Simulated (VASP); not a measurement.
All values below come from MS2 meta-GGA, VASP's PBE PAW potentials (set 64) (plane waves; VASP).

A VASP calculation is set up with these files.

### INCAR
```
LORBIT=11   # lm-projected
ISIF=2
LMAXMIX=4   # l cut-off of mixed one-centre charges
LMIXTAU=.True.
EDIFF=1E-7
NEDOS=601
LASPH=.True.
NELM=100
ENCUT=520
ALGO=Normal
LEFG=.True.
SYSTEM=Ni3Si
ISMEAR=-5   # tetrahedra, Bloechl
PREC=Accurate
LWAVE=.False.
LCHARG=.False.
METAGGA=MS2
LREAL=.False.
```

### KPOINTS_OPT
```
k-points along high-symmetry lines
10
Line-mode
Reciprocal
  0.000000   0.000000   0.000000 ! GAMMA
  0.000000   0.500000   0.000000 ! X

  0.000000   0.500000   0.000000 ! X
  0.500000   0.500000   0.000000 ! M

  0.500000   0.500000   0.000000 ! M
  0.000000   0.000000   0.000000 ! GAMMA

  0.000000   0.000000   0.000000 ! GAMMA
  0.500000   0.500000   0.500000 ! R

  0.500000   0.500000   0.500000 ! R
  0.000000   0.500000   0.000000 ! X

  0.500000   0.500000   0.500000 ! R
  0.500000   0.500000   0.000000 ! M
```

POSCAR:
```
Ni3Si
1
    3.4519538888    -0.0000000000    -0.0000000000
   -0.0000000000     3.4519538888    -0.0000000000
   -0.0000000000     0.0000000000     3.4519538888
Si Ni
1 3
Direct
  0.0000000000   0.0000000000   0.0000000000
  0.0000000000   0.5000000000   0.5000000000
  0.5000000000   0.0000000000   0.5000000000
  0.5000000000   0.5000000000   0.0000000000
```

KPOINTS:
```
Automatic mesh
0
Gamma
10 10 10
0 0 0
```

POTCAR, in this order: Si Ni (PBE.64 set). Program: vasp_std.

The run wrote:

OSZICAR:
```
       N       E                     dE             d eps       ncg     rms          rms(c)
DAV:   1     0.186449834328E+03    0.18645E+03   -0.15753E+04  2368   0.217E+03
DAV:   2    -0.376010451012E+02   -0.22405E+03   -0.21613E+03  2352   0.378E+02
DAV:   3    -0.498059535363E+02   -0.12205E+02   -0.11725E+02  2595   0.118E+02
DAV:   4    -0.501054079261E+02   -0.29945E+00   -0.29686E+00  2783   0.166E+01
DAV:   5    -0.501150993892E+02   -0.96915E-02   -0.96910E-02  2788   0.277E+00    0.278E+01
DAV:   6    -0.463472389007E+02    0.37679E+01   -0.16233E+02  2628   0.214E+02    0.306E+01
DAV:   7    -0.345591684086E+02    0.11788E+02   -0.42045E+01  2547   0.113E+02    0.428E+00
DAV:   8    -0.347866573890E+02   -0.22749E+00   -0.29783E+00  3153   0.212E+01    0.319E+00
DAV:   9    -0.347422136592E+02    0.44444E-01   -0.22489E-01  2912   0.750E+00    0.120E+00
DAV:  10    -0.347509705724E+02   -0.87569E-02   -0.94187E-02  2784   0.501E+00    0.557E-01
DAV:  11    -0.347519737588E+02   -0.10032E-02   -0.27114E-02  2560   0.287E+00    0.172E-01
DAV:  12    -0.347517461231E+02    0.22764E-03   -0.83966E-04  2904   0.442E-01    0.134E-01
DAV:  13    -0.347512608251E+02    0.48530E-03   -0.13940E-04  2660   0.124E-01    0.489E-02
DAV:  14    -0.347514118122E+02   -0.15099E-03   -0.16472E-04  2714   0.177E-01    0.407E-02
DAV:  15    -0.347513324062E+02    0.79406E-04   -0.74852E-05  2657   0.151E-01    0.154E-02
DAV:  16    -0.347512975784E+02    0.34828E-04   -0.27592E-05  2697   0.869E-02    0.513E-03
DAV:  17    -0.347512904429E+02    0.71355E-05   -0.15011E-06  2623   0.197E-02    0.282E-03
DAV:  18    -0.347512866651E+02    0.37778E-05   -0.52022E-07  2456   0.103E-02    0.240E-03
DAV:  19    -0.347512893294E+02   -0.26643E-05   -0.64683E-07  2307   0.145E-02    0.344E-04
DAV:  20    -0.347512877929E+02    0.15366E-05   -0.11060E-08  1206   0.163E-03    0.234E-04
DAV:  21    -0.347512882771E+02   -0.48420E-06   -0.34109E-09  1221   0.891E-04    0.134E-04
DAV:  22    -0.347512878952E+02    0.38186E-06   -0.76934E-10  1216   0.392E-04    0.716E-05
DAV:  23    -0.347512878654E+02    0.29856E-07   -0.31981E-10  1206   0.214E-04
   1 F= -.34751288E+02 E0= -.34751288E+02  d E =0.000000E+00
       N       E                     dE             ncg
       N       E                     dE             ncg
```

File OUTCAR:
```
------------------------ aborting loop because EDIFF is reached ----------------------------------------
  FORCE on cell =-STRESS in cart. coord.  units (eV):
  Direction    XX          YY          ZZ          XY          YZ          ZX
  --------------------------------------------------------------------------------------
  Total       -0.0014610     -0.0014610     -0.0014610     -0.0000000      0.0000000     -0.0000000
  in kB       -0.0569057     -0.0569057     -0.0569057     -0.0000000      0.0000000     -0.0000000
  external PRESSURE =      -0.0569057 kB  Pullay stress =       0.0000000 kB
  volume of cell :       41.13
      direct lattice vectors                 reciprocal lattice vectors
     3.451953889  0.000000000  0.000000000     0.289691008  0.000000000  0.000000000
     0.000000000  3.451953889  0.000000000     0.000000000  0.289691008  0.000000000
     0.000000000  0.000000000  3.451953889     0.000000000  0.000000000  0.289691008
 POSITION                                       TOTAL-FORCE (eV/Angst)
 -----------------------------------------------------------------------------------
      0.00000      0.00000      0.00000         0.000000      0.000000      0.000000
      0.00000      1.72598      1.72598         0.000000      0.000000      0.000000
      1.72598      0.00000      1.72598         0.000000      0.000000      0.000000
      1.72598      1.72598      0.00000         0.000000      0.000000      0.000000
 -----------------------------------------------------------------------------------
    total drift:                                0.000000      0.000000      0.000000
  FREE ENERGIE OF THE ION-ELECTRON SYSTEM (eV)
  ---------------------------------------------------
  free  energy   TOTEN  =       -34.7512878654 eV

  energy  without entropy=      -34.7512878654  energy(sigma->0) =      -34.75128787

 total charge

# of ion       s       p       d       tot
------------------------------------------
    1        0.743   0.843   0.000   1.587
    2        0.540   0.660   8.451   9.651
    3        0.540   0.660   8.451   9.651
    4        0.540   0.660   8.451   9.651
--------------------------------------------------
tot          2.364   2.823  25.353  30.541

 Electric field gradients after diagonalization (V/A^2)
 (convention: |V_zz| > |V_xx| > |V_yy|)
----------------------------------------------------------------------
 ion       V_xx      V_yy      V_zz     asymmetry (V_yy - V_xx)/ V_zz
----------------------------------------------------------------------
   1      -0.000    -0.000    -0.000      -0.266
   2      19.627    19.627   -39.254       0.000
   3      19.627    19.627   -39.254       0.000
   4      19.627    19.627   -39.254       0.000
```
(Selected blocks of OUTCAR.)

For a metal the tetrahedron method with Blöchl corrections gives inexact stress and forces.

The compound is Ni3Si in the L1_2 structure. It was relaxed first. The run is not spin-polarised, so no magnetic state was tried.
